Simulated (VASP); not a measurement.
Calculation: G0W0 on PBE orbitals, VASP's PBE PAW potentials (set 64) (plane waves; VASP 6.6.1).

A VASP calculation is set up with these files.

### INCAR
```
! general
SYSTEM      = GaP
PREC        = Normal
ENCUT       = 500   ! plane-wave cut-off (eV)
LREAL       = F
LASPH       = T
NBANDS      = 240

! electronic loop
ALGO        = EVGW0

! smearing
ISMEAR      = 0   ! Gaussian
SIGMA       = 0.01

! functional
GGA         = PE

! output
LWAVE       = F
LCHARG      = F

! other
NELMGW      = 1
NOMEGA      = 64
ENCUTGW     = 250
NBANDSGW    = 17
LSPECTRALGW = T
```

**KPOINTS**
```
Automatic
0
gamma
4 4 4
0 0 0
```

POSCAR:
```
GaP
1
    0.0000000000     2.7250000000     2.7250000000
    2.7250000000     0.0000000000     2.7250000000
    2.7250000000     2.7250000000     0.0000000000
Ga P
1 1
Direct
  0.0000000000   0.0000000000   0.0000000000
  0.2500000000   0.2500000000   0.2500000000
```

POTCAR, in this order: Ga_d_GW P_GW (PBE.64 set). Program: vasp_std. Read from the step before: WAVECAR, WAVEDER.

The resulting files:

File OSZICAR:
```
energies w=
    0.000    0.000    0.471    0.000    0.942    0.000    1.410    0.000
    1.875    0.000    2.336    0.000    2.792    0.000    3.243    0.000
    3.689    0.000    4.128    0.000    4.561    0.000    4.989    0.000
    5.410    0.000    5.825    0.000    6.236    0.000    6.641    0.000
    7.043    0.000    7.441    0.000    7.836    0.000    8.228    0.000
    8.620    0.000    9.011    0.000    9.402    0.000    9.794    0.000
   10.189    0.000   10.587    0.000   10.989    0.000   11.397    0.000
   11.812    0.000   12.235    0.000   12.667    0.000   13.112    0.000
   13.569    0.000   14.041    0.000   14.531    0.000   15.041    0.000
   15.573    0.000   16.132    0.000   16.720    0.000   17.341    0.000
   18.002    0.000   18.706    0.000   19.462    0.000   20.277    0.000
   21.160    0.000   22.122    0.000   23.179    0.000   24.346    0.000
   25.644    0.000   27.101    0.000   28.748    0.000   30.630    0.000
   32.802    0.000   35.341    0.000   38.349    0.000   41.973    0.000
   46.422    0.000   52.012    0.000   59.243    0.000   68.952    0.000
   82.656    0.000  103.421    0.000  138.514    0.000  210.364    0.000
NQ=   1    0.0000    0.0000    0.0000,
 performed        331000 updates of chi_q(r,r)
NQ=   2    0.2500    0.0000    0.0000,
 performed        890000 updates of chi_q(r,r)
NQ=   3    0.5000    0.0000    0.0000,
 performed       1384000 updates of chi_q(r,r)
NQ=   4    0.2500    0.2500    0.0000,
 performed       1943000 updates of chi_q(r,r)
NQ=   5    0.5000    0.2500    0.0000,
 performed       2682000 updates of chi_q(r,r)
NQ=   6   -0.2500    0.2500    0.0000,
 performed       3356000 updates of chi_q(r,r)
NQ=   7    0.5000    0.5000    0.0000,
 performed       3801000 updates of chi_q(r,r)
NQ=   8   -0.2500    0.5000    0.2500,
 performed       4344000 updates of chi_q(r,r)
 resolving degeneracies of screened two electron integrals
```

OUTCAR:
```


 k-point   1 :       0.0000    0.0000    0.0000
  band No.  KS-energies  QP-energies   sigma(KS)   V_xc(KS)     V^pw_x(r,r')   Z            occupation Imag(sigma)

      1     -10.1848     -12.3414     -24.8348     -21.6815     -35.0242       0.6839       2.0000       0.1915
      2     -10.1848     -12.3414     -24.8348     -21.6815     -35.0242       0.6839       2.0000       0.1915
      3     -10.1848     -12.3414     -24.8348     -21.6815     -35.0242       0.6839       2.0000       0.1915
      4     -10.0866     -12.2733     -24.9915     -21.8041     -35.1546       0.6860       2.0000       0.1597
      5     -10.0866     -12.2733     -24.9915     -21.8041     -35.1546       0.6860       2.0000       0.1597
      6      -8.0944      -8.6785     -12.2646     -11.3619     -18.6696       0.6471       2.0000       0.9952
      7       4.4072       3.7468     -13.4869     -12.6196     -14.6213       0.7614       2.0000       0.0425
      8       4.4072       3.7468     -13.4869     -12.6196     -14.6213       0.7614       2.0000       0.0425
      9       4.4072       3.7468     -13.4869     -12.6196     -14.6213       0.7614       2.0000       0.0425
     10       6.2247       6.4309     -11.3575     -11.6264      -6.8637       0.7668       0.0000      -0.0585
     11       8.2648       8.3614     -10.3553     -10.4815      -5.8175       0.7656       0.0000      -0.0713
     12       8.2648       8.3614     -10.3553     -10.4815      -5.8175       0.7656       0.0000      -0.0713
     13       8.2648       8.3614     -10.3553     -10.4815      -5.8175       0.7656       0.0000      -0.0713
     14      13.2139      13.1093      -8.3720      -8.2382      -2.7567       0.7820       0.0000      -0.2803
     15      14.1136      14.2785     -10.6109     -10.8328      -5.0068       0.7432       0.0000      -0.2367
     16      14.1136      14.2785     -10.6109     -10.8328      -5.0068       0.7432       0.0000      -0.2367
     17      16.8268      16.6324      -8.4843      -8.2251      -2.4429       0.7500       0.0000      -0.4623

 k-point   2 :       0.2500    0.0000    0.0000
  band No.  KS-energies  QP-energies   sigma(KS)   V_xc(KS)     V^pw_x(r,r')   Z            occupation Imag(sigma)

      1     -10.2281     -12.3381     -24.5564     -21.4595     -34.6940       0.6813       2.0000       0.2110
      2     -10.1705     -12.3295     -24.8657     -21.7087     -35.0594       0.6839       2.0000       0.1898
      3     -10.1705     -12.3295     -24.8657     -21.7087     -35.0594       0.6839       2.0000       0.1898
      4     -10.0858     -12.2744     -24.9918     -21.8062     -35.1594       0.6870       2.0000       0.1594
      5     -10.0858     -12.2744     -24.9918     -21.8062     -35.1594       0.6870       2.0000       0.1594
      6      -7.3183      -7.9387     -12.6514     -11.7339     -18.8661       0.6762       2.0000       0.9423
      7       0.5188      -0.1631     -12.5271     -11.5963     -14.8260       0.7326       2.0000       0.1110
      8       3.7404       3.0610     -13.1366     -12.2406     -14.4145       0.7583       2.0000       0.0471
      9       3.7404       3.0610     -13.1366     -12.2406     -14.4145       0.7583       2.0000       0.0471
     10       6.5472       6.6895     -10.7176     -10.9024      -6.3729       0.7700       0.0000      -0.0588
     11       9.1226       9.2263     -10.4796     -10.6163      -5.7138       0.7585       0.0000      -0.0875
     12       9.1226       9.2263     -10.4796     -10.6163      -5.7138       0.7585       0.0000      -0.0875
     13      10.7513      10.8034     -10.9088     -10.9792      -5.6153       0.7406       0.0000      -0.1339
     14      13.3286      13.3861     -10.0402     -10.1171      -4.5779       0.7471       0.0000      -0.2269
     15      13.3286      13.3861     -10.0402     -10.1171      -4.5779       0.7471       0.0000      -0.2269
     16      14.3199      14.1040      -8.1929      -7.9065      -2.4767       0.7541       0.0000      -0.3113
     17      17.4863      17.3853      -9.2130      -9.0772      -2.9325       0.7445       0.0000      -0.5303

 k-point   3 :       0.5000    0.0000    0.0000
  band No.  KS-energies  QP-energies   sigma(KS)   V_xc(KS)     V^pw_x(r,r')   Z            occupation Imag(sigma)

      1     -10.2648     -12.3496     -24.3824     -21.3199     -34.4894       0.6807       2.0000       0.2258
      2     -10.1605     -12.3239     -24.8815     -21.7210     -35.0730       0.6845       2.0000       0.1885
      3     -10.1605     -12.3239     -24.8815     -21.7210     -35.0730       0.6845       2.0000       0.1885
      4     -10.0796     -12.2715     -25.0082     -21.8240     -35.1867       0.6884       2.0000       0.1608
      5     -10.0796     -12.2715     -25.0082     -21.8240     -35.1867       0.6884       2.0000       0.1608
      6      -6.0243      -6.6670     -13.3723     -12.4508     -19.2317       0.6974       2.0000       0.7990
      7      -2.2462      -2.9320     -11.7146     -10.7378     -15.2561       0.7020       2.0000       0.2856
      8       3.2832       2.5789     -13.0148     -12.0819     -14.4667       0.7549       2.0000       0.0522
      9       3.2832       2.5789     -13.0148     -12.0819     -14.4667       0.7549       2.0000       0.0522
     10       6.0636       6.1847     -10.6852     -10.8416      -6.4938       0.7736       0.0000      -0.0553
     11       9.0956       9.1787     -10.1096     -10.2185      -5.4029       0.7633       0.0000      -0.0862
     12       9.0956       9.1787     -10.1096     -10.2185      -5.4029       0.7633       0.0000      -0.0862
     13      12.6791      12.4363      -8.6511      -8.3300      -3.0184       0.7562       0.0000      -0.2375
     14      15.2988      15.2618     -10.0816     -10.0313      -3.7788       0.7364       0.0000      -0.3827
     15      16.0053      16.1321     -10.7633     -10.9321      -4.3584       0.7514       0.0000      -0.4750
     16      16.0053      16.1321     -10.7633     -10.9321      -4.3584       0.7514       0.0000      -0.4750
     17      17.9710      17.9063     -10.4900     -10.4038      -3.9541       0.7510       0.0000      -0.6689

 k-point   4 :       0.2500    0.2500    0.0000
  band No.  KS-energies  QP-energies   sigma(KS)   V_xc(KS)     V^pw_x(r,r')   Z            occupation Imag(sigma)

      1     -10.2510     -12.3548     -24.5103     -21.4223     -34.6438       0.6813       2.0000       0.2146
      2     -10.1536     -12.3210     -24.9052     -21.7440     -35.1062       0.6856       2.0000       0.1883
      3     -10.1536     -12.3210     -24.9052     -21.7440     -35.1062       0.6856       2.0000       0.1883
      4     -10.1032     -12.2764     -24.9365     -21.7561     -35.0908       0.6833       2.0000       0.1621
      5     -10.0761     -12.2711     -25.0105     -21.8246     -35.1843       0.6890       2.0000       0.1587
      6      -7.0566      -7.6602     -12.6967     -11.7868     -18.8238       0.6634       2.0000       0.9121
      7       0.7237       0.0817     -13.0214     -12.1465     -15.2199       0.7338       2.0000       0.1027
      8       2.7152       2.0058     -12.6340     -11.6890     -14.2033       0.7506       2.0000       0.0581
      9       2.7152       2.0058     -12.6340     -11.6890     -14.2033       0.7506       2.0000       0.0581
     10       6.5660       6.5918      -9.8937      -9.9270      -5.7509       0.7756       0.0000      -0.0576
     11       8.1125       8.1561     -10.2486     -10.3056      -5.6529       0.7643       0.0000      -0.0743
     12      11.1334      11.2590     -11.0912     -11.2613      -5.7243       0.7389       0.0000      -0.1487
     13      11.1334      11.2590     -11.0912     -11.2613      -5.7243       0.7389       0.0000      -0.1487
     14      12.1909      12.2260     -10.3767     -10.4233      -4.9840       0.7527       0.0000      -0.1861
     15      15.0549      15.2140     -10.5978     -10.8104      -4.6738       0.7486       0.0000      -0.3294
     16      17.1007      17.0511      -9.3018      -9.2362      -2.9839       0.7563       0.0000      -0.5271
     17      18.9917      18.7962      -9.0616      -8.8018      -2.6379       0.7526       0.0000      -0.7007

 k-point   5 :       0.5000    0.2500    0.0000
  band No.  KS-energies  QP-energies   sigma(KS)   V_xc(KS)     V^pw_x(r,r')   Z            occupation Imag(sigma)

      1     -10.2765     -12.3549     -24.3913     -21.3321     -34.5091       0.6794       2.0000       0.2257
      2     -10.1467     -12.3197     -24.9085     -21.7446     -35.1043       0.6868       2.0000       0.1852
      3     -10.1389     -12.3167     -24.9357     -21.7712     -35.1411       0.6882       2.0000       0.1869
      4     -10.1017     -12.2814     -24.9446     -21.7647     -35.1062       0.6854       2.0000       0.1623
      5     -10.0745     -12.2726     -25.0139     -21.8292     -35.1926       0.6902       2.0000       0.1588
      6      -5.7015      -6.3283     -13.3321     -12.4278     -19.0640       0.6932       2.0000       0.7514
      7      -1.7407      -2.4078     -12.3134     -11.3719     -15.6332       0.7085       2.0000       0.2322
      8       1.1591       0.4392     -11.9492     -10.9759     -13.9261       0.7397       2.0000       0.0881
      9       2.3653       1.6365     -12.5736     -11.5999     -14.2875       0.7485       2.0000       0.0634
     10       6.8471       6.8557      -9.9075      -9.9187      -5.7075       0.7750       0.0000      -0.0603
     11       9.3218       9.4276     -10.6450     -10.7857      -5.7037       0.7520       0.0000      -0.0996
     12      10.9789      10.9944     -10.3886     -10.4092      -5.2355       0.7502       0.0000      -0.1357
     13      11.4449      11.5502     -10.6311     -10.7730      -5.2100       0.7419       0.0000      -0.1647
     14      15.2383      15.1904     -10.5436     -10.4779      -4.1382       0.7299       0.0000      -0.4148
     15      16.0977      16.2169     -10.8165     -10.9774      -4.3948       0.7403       0.0000      -0.4732
     16      17.5494      17.6713     -11.1145     -11.2810      -4.2485       0.7323       0.0000      -0.6434
     17      18.1022      17.9636      -8.8950      -8.7097      -2.6657       0.7479       0.0000      -0.5371

 k-point   6 :      -0.2500    0.2500    0.0000
  band No.  KS-energies  QP-energies   sigma(KS)   V_xc(KS)     V^pw_x(r,r')   Z            occupation Imag(sigma)

...
```
(Selected blocks of OUTCAR.)

The mesh is coarse and the basis finite, so the quasiparticle values are not converged.

The compound is GaP in the zinc blende structure. The cell was not relaxed at this level. The k-mesh is coarse (spacing up to 0.50 per Å, 2π included), so the numbers may not be converged in it.
